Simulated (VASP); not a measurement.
A VASP calculation is set up with these files.

**KPOINTS**
```
Automatic
0
Gamma
5 5 5
```

**INCAR**
```
SYSTEM = Nb3Sn
PREC = Accurate
ENCUT = 400
EDIFF = 1E-6
NELM = 100
ALGO = Normal
LREAL = .FALSE.
LASPH = .TRUE.
ISMEAR = 1
SIGMA = 0.1
METAGGA = R2SCAN
LMIXTAU = .TRUE.
LMAXMIX = 4
LWAVE = .FALSE.
LCHARG = .FALSE.
IBRION = 2
ISIF = 3
NSW = 60
EDIFFG = -0.02
```

File POSCAR:
```
Nb3Sn
1.0
  5.2999975420   0.0000000000   0.0000000000
  0.0000000000   5.2999975420   0.0000000000
  0.0000000000   0.0000000000   5.2999975420
Nb Sn
6 2
Cart
  1.3249993855   0.0000000000   2.6499987710
  2.6499987710   1.3249993855   0.0000000000
  2.6499987710   3.9749981565   0.0000000000
  3.9749981565   0.0000000000   2.6499987710
  0.0000000000   2.6499987710   3.9749981565
  0.0000000000   2.6499987710   1.3249993855
  2.6499987710   2.6499987710   2.6499987710
  0.0000000000   0.0000000000   0.0000000000
```

POTCAR, in this order: Nb_sv Sn_d (PBE.64 set). Program: vasp_std.

Task: Write an equivalent input for Ansatz.

Result: One equivalent input (not run):
Ansatz 0.2 input:
```yaml
crystal:
  lattice:
    - [5.2999975, 0.0000000, 0.0000000]
    - [0.0000000, 5.2999975, 0.0000000]
    - [0.0000000, 0.0000000, 5.2999975]
  atoms:
    - { symbol: Nb, position: [0.2500000, 0.0000000, 0.5000000] }
    - { symbol: Nb, position: [0.5000000, 0.2500000, 0.0000000] }
    - { symbol: Nb, position: [0.5000000, 0.7500000, 0.0000000] }
    - { symbol: Nb, position: [0.7500000, 0.0000000, 0.5000000] }
    - { symbol: Nb, position: [0.0000000, 0.5000000, 0.7500000] }
    - { symbol: Nb, position: [0.0000000, 0.5000000, 0.2500000] }
    - { symbol: Sn, position: [0.5000000, 0.5000000, 0.5000000] }
    - { symbol: Sn, position: [0.0000000, 0.0000000, 0.0000000] }
kpoints:
  mp_grid: { grid: [5, 5, 5] }
hamiltonian:
  xc: r2scan
  pseudopotentials: { kind: paw }
scf:
  occupations: { method: methfessel_paxton, width: 0.1 }
  max_iter: 100
relax:
  max_steps: 60
  f_tol: 0.02
  cell: {}
output: { forces: true, stress: true, eigenvalues: true }
```
Limits of the translation: each code has its own PAW files, so the cut-off isn't converted (ENCUT is set for VASP's; basis.ecutwfc is left out, and Ansatz then takes the one that its files recommend); Ansatz stops its SCF on the density residual and VASP on the energy change (EDIFF).

The compound is Nb3Sn in the A15 structure. It was relaxed first. The start is the result of an earlier pass.
